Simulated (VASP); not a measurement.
A convergence study with VASP on HfB₂ (AlB2 type): one setting is varied, all else stays as given below, so the limit is that of these other settings.

```
HfB2
1.0
    1.57000    -2.71932     0.00000
    1.57000     2.71932     0.00000
    0.00000     0.00000     3.48000
Hf B
1 2
Direct
  0.00000   0.00000   0.00000
  0.33333   0.66667   0.50000
  0.66667   0.33333   0.50000
```

Method: PBE GGA, VASP's PBE PAW potentials (set 64) (plane waves; VASP). The tightest run used: 700 eV cut-off, 21×21×16 Γ-centred mesh, tetrahedra with Blöchl corrections, potentials Hf_pv B.

```
setting     E (eV/atom)  pressure (GPa)  irreducible k-points
----------  -----------  --------------  --------------------
3×3×2 mesh      -8.8149            0.18                     6
4×4×3 mesh      -8.7824            1.21                     8
5×5×4 mesh      -8.7937            1.22                    15
6×6×5 mesh      -8.7907            1.08                    21
7×7×5 mesh      -8.7906            1.09                    24
8×8×6 mesh      -8.8015            0.97                    40
9×9×7 mesh      -8.7986            1.03                    48
```

Question: These are the cheaper rows. Estimate the results at 21×21×16 mesh, and how far the last row shown lies from them.

Answer: 
| quantity | tightest run | last row shown is off by |
|---|---|---|
| E (eV/atom) | -8.8013 | 0.0027 |
| pressure (GPa) | 0.99 | 0.04 |

Left out are rungs that failed or repeat a setting and relaxations that didn't move; long series are thinned to 24 rows.

The compound is HfB2 in the AlB2 type structure. The cell was not relaxed at this level.
